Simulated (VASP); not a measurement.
## Absorption of MgO from time-dependent hybrids

Which functionals bind an exciton in MgO? The cell is of the rock-salt type, one of the forms listed for this formula. The start is a computed cell from the Materials Project.

Calculated with VASP 6.6.1; LDA; plane waves and PAW (Mg, O), in the first sound run; inputs show where later runs differ.

### Step 1. The starting structure

Symmetry: Fm-3m, No. 225, cubic system. Conventional cell: a = 4.194 Å, b = 4.194 Å, c = 4.194 Å, α = 90.00°, β = 90.00°, γ = 90.00°. Nearest to Mg lie 6 O at 2.10 Å. Nearest to O lie 6 Mg at 2.10 Å. Farther neighbours and most contacts between anions are not listed.

### Step 2. Ground state at LDA

Many-body steps start from the orbitals of a self-consistent run, here LDA. A small SIGMA keeps every occupation at zero or full.

File INCAR:

```
SYSTEM = MgO
PREC = Accurate
ENCUT = 420
EDIFF = 1E-08
NELM = 100
ISMEAR = 0
SIGMA = 0.01
LREAL = .FALSE.
ALGO = Normal
GGA = CA
NBANDS = 10
LORBIT = 11
LWAVE = .TRUE.
LCHARG = .FALSE.
KPAR = 4
```

File POSCAR:

```
MgO
1.0
    0.0000000000      2.0970013927      2.0970013927
    2.0970013927      0.0000000000      2.0970013927
    2.0970013927      2.0970013927      0.0000000000
Mg O
1 1
Direct
    0.0000000000      0.0000000000      0.0000000000
    0.5000000000      0.5000000000      0.5000000000
```

File KPOINTS:

```
Automatic mesh
0
Gamma
6 6 6
0 0 0
```

PAW data sets: Mg and O (PBE family, release 64).

The run is started by

```console
mpirun -np 4 vasp_std
```

Output:

```text
[banner, memory and clock lines left out]
running    4 mpi-ranks, on    1 nodes
 distrk:  each k-point on    1 cores,    4 groups
 distr:  one band on    1 cores,    1 groups

 POSCAR found type information on POSCAR MgO
 POSCAR found :  2 types and       2 ions
|                                                                             |
|               ----> ADVICE to this user running VASP <----                  |
|                                                                             |
|     You enforced a specific xc type in the INCAR file but a different       |
|     [... a line on the potential file left out ...]
|     I HOPE YOU KNOW WHAT YOU ARE DOING!                                     |
|                                                                             |

 LDA part: xc-table for (Slater(with rela. corr.)+CA(PZ))
 , standard interpolation
 POSCAR, INCAR and KPOINTS ok, starting setup
 FFT: planning ... GRIDC
 FFT: planning ... GRID_SOFT
 FFT: planning ... GRID
 WAVECAR not read
 entering main loop
       N       E                     dE             d eps       ncg     rms          rms(c)
DAV:   1     0.398872246555E+01    0.39887E+01   -0.42368E+03   400   0.589E+02
DAV:   2    -0.144240968785E+02   -0.18413E+02   -0.18141E+02   354   0.116E+02
DAV:   3    -0.147259290657E+02   -0.30183E+00   -0.30174E+00   374   0.130E+01
DAV:   4    -0.147266135192E+02   -0.68445E-03   -0.68444E-03   350   0.698E-01
DAV:   5    -0.147266157756E+02   -0.22565E-05   -0.22565E-05   358   0.395E-02    0.657E+00
DAV:   6    -0.133819809389E+02    0.13446E+01   -0.78282E+00   322   0.162E+01    0.221E+00
DAV:   7    -0.133443367589E+02    0.37644E-01   -0.46264E-02   338   0.199E+00    0.127E+00
DAV:   8    -0.133215268947E+02    0.22810E-01   -0.25813E-02   320   0.175E+00    0.176E-01
DAV:   9    -0.133213977280E+02    0.12917E-03   -0.11470E-04   368   0.887E-02    0.130E-01
DAV:  10    -0.133212819945E+02    0.11573E-03   -0.27868E-04   336   0.149E-01    0.894E-03
DAV:  11    -0.133212815891E+02    0.40538E-06   -0.40288E-06   354   0.116E-02    0.314E-03
DAV:  12    -0.133212818516E+02   -0.26244E-06   -0.16164E-07   352   0.306E-03    0.582E-04
DAV:  13    -0.133212818695E+02   -0.17912E-07   -0.46880E-09   192   0.697E-04    0.373E-05
DAV:  14    -0.133212818725E+02   -0.30464E-08   -0.10950E-10   172   0.109E-04
   1 F= -.13321282E+02 E0= -.13321282E+02  d E =-.244863-103
 writing wavefunctions
```

Elapsed: 1.4 s, on 4 MPI ranks of AMD EPYC 7R43, shared host; peak memory 0.37 GiB; 3.5 s of CPU time.

The logs omit lines about the potential files and the build; timing stands in the text.

OUTCAR, selected parts (step 2):

```text
ion  position               nearest neighbor table
   1  0.000  0.000  0.000-   2 2.10   2 2.10   2 2.10   2 2.10   2 2.10   2 2.10
   2  0.500  0.500  0.500-   1 2.10   1 2.10   1 2.10   1 2.10   1 2.10   1 2.10

  LATTYP: Found a face centered cubic cell.
 ALAT       =     4.1940027854

 Subroutine GETGRP returns: Found 48 space group operations
 (whereof 48 operations were pure point group operations)

The static configuration has the point symmetry O_h .

 Found     16 irreducible k-points:

   k-points           NKPTS =     16   k-points in BZ     NKDIM =     16   number of bands    NBANDS=     10

   dimension x,y,z NGX =    20 NGY =   20 NGZ =   20
   dimension x,y,z NGXF=    40 NGYF=   40 NGZF=   40

   ENCUT  =  420.0 eV  30.87 Ry    5.56 a.u.   4.96  4.96  4.96*2*pi/ulx,y,z

   NELECT =       8.0000    total number of electrons

 k-points in reciprocal lattice and weights: Automatic mesh
   0.00000000  0.00000000  0.00000000       0.005
   0.16666667  0.00000000  0.00000000       0.037
   0.33333333  0.00000000  0.00000000       0.037
   0.50000000  0.00000000  0.00000000       0.019
   0.16666667  0.16666667  0.00000000       0.028
   0.33333333  0.16666667  0.00000000       0.111
   0.50000000  0.16666667  0.00000000       0.111
  -0.33333333  0.16666667  0.00000000       0.111
  -0.16666667  0.16666667  0.00000000       0.056
[...]
-0.33333333  0.33333333  0.16666667       0.111
  -0.33333333  0.50000000  0.16666667       0.056

 average (electrostatic) potential at core
       1 -34.3050       2 -69.4567

 E-fermi :   3.0671

 k-point     1 :       0.0000    0.0000    0.0000
  band No.  band energies     occupation
      1     -14.1459      2.00000
      2       2.9157      2.00000
      3       2.9157      2.00000
      4       2.9157      2.00000
      5       7.7214      0.00000
      6      18.5240      0.00000
      7      18.5240      0.00000
      8      18.5240      0.00000
      9      22.5684      0.00000
    ...

 k-point     2 :       0.1667    0.0000    0.0000
  band No.  band energies     occupation
      1     -13.8461      2.00000
      2       1.3770      2.00000
      3       2.7317      2.00000
      4       2.7317      2.00000
      5       9.1234      0.00000
      6      16.2280      0.00000
      7      19.1119      0.00000
      8      19.1119      0.00000
      9      22.9732      0.00000
    ...

 k-point     3 :       0.3333    0.0000    0.0000
  band No.  band energies     occupation
      1     -13.1613      2.00000
      2      -0.8492      2.00000
      3       2.3911      2.00000
      4       2.3911      2.00000
      5      10.5669      0.00000
      6      15.1583      0.00000
      7      19.3490      0.00000
      8      19.3490      0.00000
      9      23.6638      0.00000
    ...

  Total       -0.8578567     -0.8578567     -0.8578567     -0.0000000      0.0000000     -0.0000000
  in kB      -74.5245158    -74.5245158    -74.5245158     -0.0000000      0.0000000     -0.0000000
  external PRESSURE =     -74.5245158 kB  Pullay stress =       0.0000000 kB

  energy-cutoff  :      420.00
  volume of cell :       18.44
      direct lattice vectors                 reciprocal lattice vectors
     0.000000000  2.097001393  2.097001393    -0.238435702  0.238435702  0.238435702
     2.097001393  0.000000000  2.097001393     0.238435702 -0.238435702  0.238435702
     2.097001393  2.097001393  0.000000000     0.238435702  0.238435702 -0.238435702

 POSITION                                       TOTAL-FORCE (eV/Angst)
 -----------------------------------------------------------------------------------
      0.00000      0.00000      0.00000        -0.000000      0.000000     -0.000000
      2.09700      2.09700      2.09700         0.000000     -0.000000      0.000000
 -----------------------------------------------------------------------------------
    total drift:                                0.000000      0.000000      0.000000

  FREE ENERGIE OF THE ION-ELECTRON SYSTEM (eV)
  ---------------------------------------------------
  free  energy   TOTEN  =       -13.3212818725 eV

  energy  without entropy=      -13.3212818725  energy(sigma->0) =      -13.32128187

 total charge
# of ion       s       p       d       tot
------------------------------------------
    1        0.154   0.188   0.085   0.427
    2        1.546   3.551   0.000   5.098
--------------------------------------------------
tot          1.700   3.739   0.085   5.525

[... 3 further parts left out ...]
```

The gap is read on the k-mesh alone, so it is an upper bound where the band edges lie off the mesh. The PAW data sets were made with PBE, though LDA sets exist; this is a small mismatch.

A gap read on the k-mesh alone can miss the band edges.

Numbers from this step:

| Item | Value |
| --- | --- |
| free energy (TOTEN) | -13.32 eV |
| Fermi energy | 3.067 eV |
| pressure | -7.452 GPa |
| gap on the k-mesh | 4.806 eV |
| least direct gap on the k-mesh | 4.806 eV |

### Step 3. Empty bands, functional LDA

ALGO = Exact diagonalises the converged Hamiltonian in one step, and LOPTICS writes the k-derivatives of the orbitals (WAVEDER), which give the transition dipoles.

File INCAR:

```
SYSTEM = MgO
PREC = Accurate
ENCUT = 420
ISMEAR = 0
SIGMA = 0.01
LREAL = .FALSE.
GGA = CA
NBANDS = 20
ALGO = Exact
NELM = 1
LWAVE = .TRUE.
LCHARG = .FALSE.
LOPTICS = .TRUE.
NEDOS = 1000
CSHIFT = 0.1
```

POSCAR is that of step 2.

KPOINTS is that of step 2.

The run is started by

```console
mpirun -np 4 vasp_std
```

Output:

```text
[banner, memory and clock lines left out]
running    4 mpi-ranks, on    1 nodes
 distrk:  each k-point on    4 cores,    1 groups
 distr:  one band on    1 cores,    4 groups

 POSCAR found type information on POSCAR MgO
 POSCAR found :  2 types and       2 ions
 [... a notice as in an earlier step ...]

 LDA part: xc-table for (Slater(with rela. corr.)+CA(PZ))
 , standard interpolation
 found WAVECAR, reading the header
  number of bands has changed, file:    10 present:    20
  trying to continue reading WAVECAR, but it might fail
 POSCAR, INCAR and KPOINTS ok, starting setup
 FFT: planning ... GRIDC
 FFT: planning ... GRID_SOFT
 FFT: planning ... GRID
 reading WAVECAR
 random initialization beyond band           10
 the WAVECAR file was read successfully
 initial charge from wavefunction
 entering main loop
       N       E                     dE             d eps       ncg     rms          rms(c)
DIA:   1    -0.133212818732E+02   -0.13321E+02    0.00000E+00     0   0.000E+00
   1 F= -.13321282E+02 E0= -.13321282E+02  d E =-.442408E-12
 writing wavefunctions
 optical routines
 imaginary and real dielectric function
 recalculating local potential from charge density
 direction            1
 direction            2
 direction            3
```

Wall time 2.2 s (4 MPI ranks); peak memory 0.34 GiB; 6.5 s of CPU time.

OUTCAR, selected parts (step 3):

```text
The static configuration has the point symmetry O_h .

 Found     16 irreducible k-points:

   k-points           NKPTS =     16   k-points in BZ     NKDIM =     16   number of bands    NBANDS=     20

   NELECT =       8.0000    total number of electrons

 E-fermi :   2.9593

  Total       -0.8578670     -0.8578670     -0.8578670      0.0000000     -0.0000000     -0.0000000
  in kB      -74.5254172    -74.5254172    -74.5254172      0.0000000     -0.0000000     -0.0000000
  external PRESSURE =     -74.5254172 kB  Pullay stress =       0.0000000 kB

 POSITION                                       TOTAL-FORCE (eV/Angst)
 -----------------------------------------------------------------------------------
      0.00000      0.00000      0.00000         0.000000     -0.000000     -0.000000
      2.09700      2.09700      2.09700        -0.000000      0.000000      0.000000
 -----------------------------------------------------------------------------------
    total drift:                                0.000000      0.000000      0.000000

  FREE ENERGIE OF THE ION-ELECTRON SYSTEM (eV)
  ---------------------------------------------------
  free  energy   TOTEN  =       -13.3212818732 eV

  energy  without entropy=      -13.3212818732  energy(sigma->0) =      -13.32128187

 plasma frequency squared (from intraband transitions) (eV^2)
  --------------------------------------------------------------------------------------
       0.000      -0.000       0.000
      -0.000       0.000      -0.000
       0.000      -0.000       0.000

[... 14 parts as in an earlier step ...]
```

WAVECAR now holds 20 bands for 8 electrons. Its independent-particle dielectric tensor has xx, yy, zz = 3.2, 3.2, 3.2 on this mesh, which isn't tested for convergence in mesh or bands and lacks local fields.

### Step 4. Casida equation on LDA

This step: time-dependent LDA, Casida form; plane waves and PAW (Mg, O) (VASP 6.6.1).

The Casida equation, in the Tamm-Dancoff approximation (ANTIRES = 0), couples the pairs by a local exchange-correlation kernel; a semilocal kernel is short-ranged.

File INCAR:

```
SYSTEM = MgO
PREC = Accurate
ENCUT = 420
ISMEAR = 0
SIGMA = 0.01
LREAL = .FALSE.
GGA = CA
NBANDS = 20
ALGO = TDHF
NBANDSO = 4
NBANDSV = 4
OMEGAMAX = 25
NEDOS = 1000
CSHIFT = 0.1
PRECFOCK = Fast
LWAVE = .FALSE.
LCHARG = .FALSE.
ANTIRES = 0
LFXC = .TRUE.
LADDER = .FALSE.
```

POSCAR is that of step 3.

KPOINTS is that of step 3.

The run is started by

```console
mpirun -np 4 vasp_std
```

Output:

```text
[banner, memory and clock lines left out]
running    4 mpi-ranks, on    1 nodes
 distrk:  each k-point on    4 cores,    1 groups
 distr:  one band on    1 cores,    4 groups

 POSCAR found type information on POSCAR MgO
 POSCAR found :  2 types and       2 ions
|                                                                             |
|               ----> ADVICE to this user running VASP <----                  |
|                                                                             |
|     You enforced a specific xc type in the INCAR file but a different       |
|     [... a line on the potential file left out ...]
|     I HOPE YOU KNOW WHAT YOU ARE DOING!                                     |
|                                                                             |

|                                                                             |
|           W    W    AA    RRRRR   N    N  II  N    N   GGGG   !!!           |
|           W    W   A  A   R    R  NN   N  II  NN   N  G    G  !!!           |
|           W    W  A    A  R    R  N N  N  II  N N  N  G       !!!           |
|           W WW W  AAAAAA  RRRRR   N  N N  II  N  N N  G  GGG   !            |
|           WW  WW  A    A  R   R   N   NN  II  N   NN  G    G                |
|           W    W  A    A  R    R  N    N  II  N    N   GGGG   !!!           |
|                                                                             |
|     The default for ENCUTGWSOFT is different in this version of VASP.       |
|     please manually set ENCUTGWSOFT =280 in the INCAR file.                 |
|                                                                             |

 LDA part: xc-table for (Slater(with rela. corr.)+CA(PZ))
 , standard interpolation
 found WAVECAR, reading the header
 POSCAR, INCAR and KPOINTS ok, starting setup
 FFT: planning ... GRIDC
 FFT: planning ... GRID_SOFT
 FFT: planning ... GRID
 reading WAVECAR
 the WAVECAR file was read successfully
 initial charge from wavefunction
 available memory per node:    192.10 GB, setting MAXMEM to    196708

 The Fermi energy was updated, please check that it is located mid-gap
 values below the HOMO (VB) or above the LUMO (CB) will cause erroneous energies
 E-fermi :   5.3186

 the WAVEDER file was read successfully
 responsefunction array rank=     204
 LDA part: xc-table for (Slater(with rela. corr.)+CA(PZ))
 , standard interpolation

 min. memory requirement per mpi rank     54.6 MB, per node    218.5 MB

 Doing            0  frequencies on each core in blocks of            0
 parallelization over k-points
 Using distributed matrix
 Using distributed eigensolver
 allocating two-electron 4 orbital integral table    4    4    4    4
 BSE setting up matrix
 available memory per node:    192.04 GB, setting MAXMEM to    196653
 Calculate matrix elements of the BSE Hamiltonian:
 Workload is divided into blocks of two-electron 4 orbital integrals computed in
  parallel.
 Each block/integral has dimensions  of (   4,   4,   4,   4) orbitals
 Total number of blocks/integrals:                23436
 Number of spins:                                     1
 Number of kpoints:                                 216
 Spin channel:                                        1
  Number of blocks of unoccupied bands:               1
  Number of blocks of occupied bands:                 1
 Number of rows/columns of blocks:                  216

                                                        Time (sec)
               Integrals                 Ranks       Real         CPU
  [         1 -        864/     23436]     4         0.43        0.00
  [       865 -       1728/     23436]     4         0.86        0.00
  [      1729 -       2592/     23436]     4         1.29        0.00
  [      2593 -       3456/     23436]     4         1.74        0.00
  [      3457 -       4320/     23436]     4         2.17        0.00
  [      4321 -       5184/     23436]     4         2.60        0.00
  [      5185 -       6048/     23436]     4         3.04        0.00
  [      6049 -       6912/     23436]     4         3.47        0.00
  [      6913 -       7776/     23436]     4         3.90        0.00
  [      7777 -       8640/     23436]     4         4.34        0.00
  [      8641 -       9504/     23436]     4         4.77        0.00
  [      9505 -      10368/     23436]     4         5.22        0.00
  [     10369 -      11232/     23436]     4         5.65        0.00
  [     11233 -      12096/     23436]     4         6.08        0.00
  [     12097 -      12960/     23436]     4         6.51        0.00
  [     12961 -      13824/     23436]     4         6.95        0.00
  [     13825 -      14688/     23436]     4         7.38        0.00
  [     14689 -      15552/     23436]     4         7.82        0.00
  [     15553 -      16416/     23436]     4         8.25        0.00
  [     16417 -      17280/     23436]     4         8.67        0.00
  [     17281 -      18144/     23436]     4         9.09        0.00
  [     18145 -      19008/     23436]     4         9.51        0.00
  [     19009 -      19872/     23436]     4         9.94        0.00
  [     19873 -      20736/     23436]     4        10.37        0.00
  [     20737 -      21600/     23436]     4        10.80        0.00
  [     21601 -      22464/     23436]     4        11.23        0.00
  [     22465 -      23328/     23436]     4        11.66        0.00
  [     23329 -      23436/     23436]     4        11.77        0.00

 BSE redistributing all elements
 BSE diagonalizing matrix PDSYEVX_ZHEEVX_DESC
 BSE calculating oscillator strength
```

Run time: 18 s. Hardware: 4 MPI ranks; peak memory 0.83 GiB; 71 s of CPU time.

Parts of OUTCAR (step 4):

```text
The static configuration has the point symmetry O_h .

 Found     16 irreducible k-points:

   k-points           NKPTS =     16   k-points in BZ     NKDIM =    216   number of bands    NBANDS=     20

   NELECT =       8.0000    total number of electrons

 E-fermi :   5.3186

[... 7 parts as in an earlier step ...]
```

Numbers from this step:

- lowest excitation: 4.811 eV

The imaginary dielectric function, xx has structure finer than the step of the table below, so its rows give means over 1 eV, whole bins alone (the curve runs from 0 to 25 eV). Peaks (eV: height): 6.4: 4.27, 8.2: 5.11, 9.1: 4.99, 9.8: 6.64, 10.5: 4.70, 10.9: 8.46, 16.0: 4.63.

From 4 filled and 4 empty bands alone, without any pair above OMEGAMAX = 25 eV, so strength is missing wherever others contribute; lines are broadened by CSHIFT, which also makes the tail under the first line. The imaginary dielectric function, xx by photon energy; means over each step:

```csv
photon energy (eV),"imaginary dielectric function, xx"
1,0.00448
2,0.0101
3,0.0196
4,0.0634
5,0.483
6,1.03
7,1.06
8,2.12
9,2.86
10,3.94
11,4.67
12,2.89
13,2.72
14,1.67
15,2.78
16,3.06
17,2.17
18,3.03
19,1.21
20,0.376
21,0.393
22,0.0582
23,0.0219
24,0.0144
```

The lowest excitation lies at 4.811 eV, +5 meV against the direct gap of these orbitals. No second mesh in this session tests these energies, peaks and heights.

(Part 1 of 3 ends here.)

[Lines on the potential files, build, host, timing and source positions are cut from VASP's logs without a mark.]

[Logs are printed without paths, hosts, clocks, repeated set-up lines and the standing remarks that a program may print on its own settings, such as how far it seeks lower states.]

[Hosts, paths, dates, database ids (printed as entryN), source tags and the programs' standing remarks are cut or masked in the printed files.]

[Pressures printed for these runs are not shown converged in the cutoff: they can be off by several GPa and have the wrong sign.]
